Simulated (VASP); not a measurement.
C (relaxed from the simple-cubic structure, space group Pm-3m): computed properties

All values below come from r2SCAN meta-GGA, VASP's PBE PAW potentials (set 64) (plane waves; VASP).

```json
{
  "space_group": "Pm-3m (221)",
  "cell": "a = b = c = 1.7802 Å, α = β = γ = 90.00°",
  "volume_per_atom": "5.64 Å^3/atom",
  "band gap (over mesh and band path)": "none (metal, semimetal or under 0.01 eV)",
  "density": "3.54 g/cm³"
}
```

Space group Pm-3m (No. 221); a = b = c = 1.780 Å, α = β = γ = 90.00°

| atom | site | symmetry | x | y | z |
|---|---|---|---|---|---|
| C | 1a | m-3m | 0.0000 | 0.0000 | 0.0000 |

The structure was generated: C was put into the simple-cubic type (Pm-3m), which need not be its known phase. It was relaxed first, which changed the volume by -31 %. Symmetry was kept, so distortions that lower it aren't found.
